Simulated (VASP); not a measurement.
Given:

```
CELL_PARAMETERS angstrom
      0.00000     2.66956     2.66956
      2.66956     0.00000     2.66956
      2.66956     2.66956     0.00000
ATOMIC_POSITIONS crystal
  Ga 0.00000 0.00000 0.00000
  P  0.25000 0.25000 0.25000
```

These are LDA (Ceperley-Alder, Perdew-Zunger), VASP's LDA PAW potentials (set 64) (plane waves; VASP 6.6.1) values and carry that method's errors. Numerical set-up: 520 eV cut-off, 9×9×9 Γ-centred mesh, Gaussian smearing of 0.050 eV, potentials Ga_d P.

Task: Give the stress tensor in GPa (positive for a compressed cell).

Result: 
```
2.93  0.00  0.00
0.00  2.93  0.00
0.00  0.00  2.93
```
The pressure is its mean diagonal, 2.93 GPa.

The compound is GaP in the zinc blende structure. This cell is one point of a volume scan, at 0.97 of the reference volume.
